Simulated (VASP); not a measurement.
A run of VASP 6.6.1 is set up as follows.

INCAR

```
SYSTEM = Rb3HO
  PREC = Accurate
  ENCUT = 520
  EDIFF = 1E-6
  ISMEAR = 0
  SIGMA = 0.05
  LREAL = .False.
  LASPH = .True.
  NELM = 80
  ALGO = Normal
  ISIF = 2
  LWAVE = .False.
  LCHARG = .False.
  GGA = PE
  NBANDS = 25
```

File KPOINTS:

```
Automatic mesh
0
Gamma
  4 4 4
  0 0 0
```

Contents of POSCAR:

```
Rb3HO
1.0
    5.8400000000      0.0000000000      0.0000000000
    0.0000000000      5.8400000000      0.0000000000
    0.0000000000      0.0000000000      5.8400000000
H O Rb
1 1 3
Direct
    0.0000000000      0.0000000000      0.0000000000
    0.5000000000      0.5000000000      0.5000000000
    0.5000000000      0.5000000000      0.0000000000
    0.5000000000      0.0000000000      0.5000000000
    0.0000000000      0.5000000000      0.5000000000
```

Potentials or basis: VASP PAW PBE potentials, release 64 (H, O, Rb_sv).

Run with:

```bash
$ cat potpaw_PBE.64/H/POTCAR potpaw_PBE.64/O/POTCAR potpaw_PBE.64/Rb_sv/POTCAR > POTCAR
$ mpirun -np 1 vasp_std > vasp.out
```

Problem. Predict the pressure.

Solution. -1.8 GPa.

Problem. Estimate the band gap on the k mesh.

Solution. 1.12 eV, indirect (least direct gap 1.19 eV).

A k mesh can miss the band edges. A hybrid or GW would open this gap; PBE tends to underestimate it.
